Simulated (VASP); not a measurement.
Here is the system:

```
CELL_PARAMETERS angstrom
     -2.83621     2.83621     2.83621
      2.83621    -2.83621     2.83621
      2.83621     2.83621    -2.83621
ATOMIC_POSITIONS crystal
  Rb 0.00000 0.00000 0.00000
```

These are PBE GGA, VASP's PBE PAW potentials (set 64) (plane waves; VASP) values and carry that method's errors. Numerical set-up: 400 eV cut-off, 8×8×8 Γ-centred mesh, first-order Methfessel-Paxton smearing of 0.10 eV, potentials Rb_sv.

### Question
Predict the energy per atom (σ→0), band gap (on the k-mesh) with the smallest direct gap where there is one.

### Answer

```yaml
band gap (on the k-mesh): none (metal, semimetal or under 0.01 eV)
energy per atom (σ→0): -89.6 kJ/mol of atoms
```

The compound is Rb in the bcc structure. It was relaxed first. The start is the result of an earlier pass.
